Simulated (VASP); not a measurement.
# CsGe4 (P-43m) in VASP: relaxation of cell and atoms with PBE

Aim: the relaxation of cell and atoms of CsGe4 with PBE.

Program: VASP 6.6.1. These are calculated values, not measurements. Logs are shortened: lines on timing, memory, paths and dates and some standing lists are left out, and cuts for length are marked.

**1. The cell of the first run**

The structure is cubic, space group P-43m (No. 215). The conventional cell has a = 5.208 Å, b = 5.208 Å, c = 5.208 Å, α = 90.00°, β = 90.00°, γ = 90.00°. Cs (site symmetry -43m) is surrounded by 4 Ge at 2.26 Å. Ge (site symmetry 3m) is surrounded by 1 Cs at 2.26 Å.

The cell was built by a generator and needn't be a form met in nature.

**2. Relaxation of cell and atoms, PBE (species swapped into the SnI4 type (P-43m, No. 215))**

INCAR

```
SYSTEM = CsGe4
PREC = Accurate
ENCUT = 600
EDIFF = 1E-6
ISMEAR = 0
SIGMA = 0.1
LREAL = .False.
LASPH = .True.
NELM = 100
ALGO = Fast
ISIF = 3
LWAVE = .False.
LCHARG = .False.
GGA = PE
IBRION = 2
NSW = 90
EDIFFG = -0.04
```

KPOINTS

```
regular mesh
0
Gamma
  4 4 4
  0 0 0
```

POSCAR

```
CsGe4
1.0
    5.2079675700      0.0000000000      0.0000000000
    0.0000000000      5.2079675700      0.0000000000
    0.0000000000      0.0000000000      5.2079675700
Cs Ge
1 4
Direct
    0.0000000000      0.0000000000      0.0000000000
    0.2500000000      0.2500000000      0.2500000000
    0.7500000000      0.7500000000      0.2500000000
    0.2500000000      0.7500000000      0.7500000000
    0.7500000000      0.2500000000      0.7500000000
```

Potentials or basis: VASP PAW PBE potentials, release 64 (Cs_sv, Ge_d).

The run is started by

```console
> cat potpaw_PBE.64/Cs_sv/POTCAR potpaw_PBE.64/Ge_d/POTCAR > POTCAR
> mpirun -np 1 vasp_std > vasp.out
```

OUTCAR:

```text
SYSTEM = CsGe4
   PREC = Accurate
   ENCUT = 600
   EDIFF = 1E-6
   ISMEAR = 0
   LREAL = .False.
   LASPH = .True.
   NELM = 100
   ISIF = 3
   GGA = PE
   IBRION = 2
   NSW = 90
   EDIFFG = -0.04

 ion  position               nearest neighbor table
   1  0.000  0.000  0.000-   2 2.26   3 2.26   4 2.26   5 2.26
   2  0.250  0.250  0.250-   1 2.26
   3  0.750  0.750  0.250-   1 2.26
   4  0.250  0.750  0.750-   1 2.26
   5  0.750  0.250  0.750-   1 2.26

  LATTYP: Found a simple cubic cell.
 ALAT       =     5.2079675700

  Lattice vectors:

 A1 = (   5.2079675700,   0.0000000000,   0.0000000000)
 A2 = (   0.0000000000,   5.2079675700,   0.0000000000)
 A3 = (   0.0000000000,   0.0000000000,   5.2079675700)

Analysis of symmetry for initial positions (statically):
=====================================================================
 Subroutine PRICEL returns:
 Original cell was already a primitive cell.

 Routine SETGRP: Setting up the symmetry group for a
 simple cubic supercell.

 Subroutine GETGRP returns: Found 24 space group operations
 (whereof 24 operations were pure point group operations)
 out of a pool of 48 trial point group operations.

The static configuration has the point symmetry T_d .

Analysis of symmetry for dynamics (positions and initial velocities):
=====================================================================
 Subroutine PRICEL returns:
 Original cell was already a primitive cell.

 Routine SETGRP: Setting up the symmetry group for a
 simple cubic supercell.

 Subroutine GETGRP returns: Found 24 space group operations
 (whereof 24 operations were pure point group operations)
 out of a pool of 48 trial point group operations.

The dynamic configuration has the point symmetry T_d .

 Subroutine INISYM returns: Found 24 space group operations
 (whereof 24 operations are pure point group operations),
 and found     1 'primitive' translations

----------------------------------------------------------------------------------------

                                     Primitive cell

  volume of cell :     141.2553

  direct lattice vectors                    reciprocal lattice vectors
     5.207967570  0.000000000  0.000000000     0.192013484  0.000000000  0.000000000
     0.000000000  5.207967570  0.000000000     0.000000000  0.192013484  0.000000000
     0.000000000  0.000000000  5.207967570     0.000000000  0.000000000  0.192013484

  length of vectors
[... 91 lines left out ...]
   IMIX   =      4    mixing-type and parameters
     AMIX     =   0.40;   BMIX     =  1.00
     AMIX_MAG =   1.60;   BMIX_MAG =  1.00
  volume/ion in A,a.u.               =      28.25       190.65
  Fermi-wavevector in a.u.,A,eV,Ry     =   1.263895  2.388415 21.734364  1.597431
  Thomas-Fermi vector in A             =   2.397228
   LORBIT       =      0    0 simple, 1 ext, 2 COOP (PROOUT), +10 PAW based schemes
   GGA     = PE    functional components
   LHFCALC =     F    Hartree Fock is set to
   AEXX    =    0.0000 exact exchange contribution
   IVDW    =     0    specifies the selected vdW correction
   LEPSILON=     F    determine dielectric tensor
   LRPA    =     F    only Hartree local field effects (RPA)
 conjugate gradient relaxation of ions
 non-spin polarized calculation
 RMM-DIIS sequential band-by-band and
 Gauss-broadening in eV      SIGMA  =   0.10
  energy-cutoff  :      600.00
  volume of cell :      141.26
 maximum number of plane-waves:      4737
 NGX is ok and might be reduce to    42
   NGX = 21   NGY = 21   NGZ = 21

--------------------------------------- Ionic step        1  -------------------------------------------

 number of electron      64.9999967 magnetization

 Free energy of the ion-electron system (eV)
  ---------------------------------------------------
  ext. energy  EPLUGINS =         0.00000000
  ---------------------------------------------------
  free energy    TOTEN  =        -2.75395653 eV

  energy without entropy =       -2.72869558  energy(sigma->0) =       -2.74132605

------------------------ aborting loop because EDIFF is reached ----------------------------------------

  FORCE on cell =-STRESS in cart. coord.  units (eV):
  Direction    XX          YY          ZZ          XY          YZ          ZX
  --------------------------------------------------------------------------------------
  -------------------------------------------------------------------------------------
  Total       18.9474590     18.9474590     18.9474590     -0.0000000     -0.0000000      0.0000000
  in kB      214.9100597    214.9100597    214.9100597     -0.0000000     -0.0000000      0.0000000
  external PRESSURE =     214.9100597 kB  Pullay stress =       0.0000000 kB
[... 98 lines left out ...]
  FREE ENERGIE OF THE ION-ELECTRON SYSTEM (eV)
  ---------------------------------------------------
  free  energy   TOTEN  =       -12.0268448954 eV

  energy  without entropy=      -12.0124951389  energy(sigma->0) =      -12.01967002

 E-fermi :   4.1467     XC(G=0):  -9.7327

 val. band max:        3.9566667485   @ k =   0.5000   0.5000   0.2500
 cond. band min:       4.2436069960   @ k =   0.5000   0.2500   0.2500
 fundamental gap:      0.2869402474
 Fermi energy:         4.1466655502

 k-point     1 :       0.0000    0.0000    0.0000
  band No.  band energies     occupation
      1     -26.0119      2.00000
      2     -25.6276      2.00000
      3     -25.6276      2.00000
      4     -25.6276      2.00000
      5     -25.5377      2.00000
      6     -25.5377      2.00000
[... 409 lines left out ...]
     38      66.2489      0.00000
     39      71.5320      0.00000

[... ionic steps 4 to 14 ...]

--------------------------------------- Ionic step       15  -------------------------------------------

 number of electron      64.9999934 magnetization

------------------------ aborting loop because EDIFF is reached ----------------------------------------
[... 73 lines left out ...]
--------------------------------------- Ionic step       17  -------------------------------------------

 number of electron      64.9999929 magnetization

 Free energy of the ion-electron system (eV)
  ---------------------------------------------------
  ext. energy  EPLUGINS =         0.00000000
  ---------------------------------------------------
  free energy    TOTEN  =       -16.47409484 eV

  energy without entropy =      -16.46081186  energy(sigma->0) =      -16.46745335

 E-fermi :   0.9821     XC(G=0):  -7.7666

 val. band max:        0.9584845555   @ k =   0.0000   0.0000   0.0000
 cond. band min:       1.0766612166   @ k =   0.2500   0.0000   0.0000
 fundamental gap:      0.1181766611
 Fermi energy:         0.9820705620

 k-point     1 :       0.0000    0.0000    0.0000
  band No.  band energies     occupation
      1     -22.9575      2.00000
      2     -22.9435      2.00000
      3     -22.9435      2.00000
      4     -22.9230      2.00000
      5     -22.9230      2.00000
      6     -22.9230      2.00000
[... 441 lines left out ...]
  FREE ENERGIE OF THE ION-ELECTRON SYSTEM (eV)
  ---------------------------------------------------
  free  energy   TOTEN  =       -16.4740948413 eV

  energy  without entropy=      -16.4608118560  energy(sigma->0) =      -16.46745335

 reached required accuracy - stopping structural energy minimisation
```

It took 27 min on 1 thread of Intel Xeon Platinum 8488C (Sapphire Rapids), shared host; peak memory 0.3 GiB.

Results:

| Item | Value |
| --- | --- |
| Free energy | -16.4741 eV |
| Relaxed volume | 39.57 Å³/atom |
| Relaxed cell | a = 5.827 Å, b = 5.827 Å, c = 5.827 Å, α = 90.00°, β = 90.00°, γ = 90.00° |
| Space group after relaxing (to 0.05 Å) | P-43m (No. 215) |
| Energy gained by relaxing | 2744.0 meV/atom |
| Ionic steps | 17 |
| Pressure after relaxing | 0.0 GPa |
| Band gap on the k mesh | none (metal or under the smearing width) |

The path:
| step | energy change (eV) | largest force (eV/Å) | pressure (GPa) | volume (Å³) |
| --- | --- | --- | --- | --- |
| 1 | 0.0000 | 8.6281 | 21.49 | 141.26 |
| 2 | -9.2347 | 2.4348 | -4.12 | 233.75 |
| 3 | -9.2729 | 2.3932 | -4.25 | 237.20 |
| 4 | -11.5550 | 2.6377 | -3.73 | 204.44 |
| 5 | 46.6066 | 17.4559 | 48.32 | 124.49 |
| 6 | 1.0352 | 3.0235 | -3.34 | 192.99 |
| 7 | -13.2009 | 0.4992 | 4.25 | 156.25 |
| 8 | -13.2175 | 1.0605 | 3.09 | 160.28 |
| 9 | -13.2213 | 0.8736 | 3.23 | 158.85 |
| 10 | -13.4631 | 0.9589 | 4.08 | 170.23 |
| 11 | -13.4749 | 0.6290 | 3.47 | 168.33 |
| 12 | -13.6991 | 0.4107 | -0.74 | 198.62 |
| 13 | -13.7093 | 0.2440 | -0.02 | 192.78 |
| 14 | -13.7092 | 0.2547 | -0.09 | 193.30 |
| 15 | -13.7191 | 0.0838 | -0.04 | 196.37 |
| 16 | -13.7198 | 0.0407 | 0.02 | 198.59 |
| 17 | -13.7201 | 0.0037 | -0.02 | 197.86 |

Final structure:
```xyz
5
Lattice="5.8271 0.0000 0.0000 0.0000 5.8271 0.0000 0.0000 0.0000 5.8271" Properties=species:S:1:pos:R:3 pbc="T T T"
Cs    0.0000    0.0000    0.0000
Ge    1.9851    1.9851    1.9851
Ge    3.8420    3.8420    1.9851
Ge    1.9851    3.8420    3.8420
Ge    3.8420    1.9851    3.8420
```

Levels at points of the mesh, in eV from the Fermi level:
```tsv
k point	band 29	band 30	band 31	band 32	band 33	band 34	band 35	band 36
(0.00, 0.00, 0.00)	-2.25	-0.90	-0.90	-0.02	-0.02	-0.02	3.28	3.28
(0.50, 0.00, 0.00)	-1.57	-0.60	-0.41	-0.41	-0.22	0.60	1.77	2.28
(0.50, 0.50, 0.00)	-1.48	-1.29	-0.79	-0.79	0.37	1.28	2.78	2.78
(0.50, 0.50, 0.50)	-1.06	-1.06	-1.06	-0.97	1.38	1.38	3.25	3.25
```

Caveat: the volume moved by over 15 % at a fixed basis, so the end points are rough.
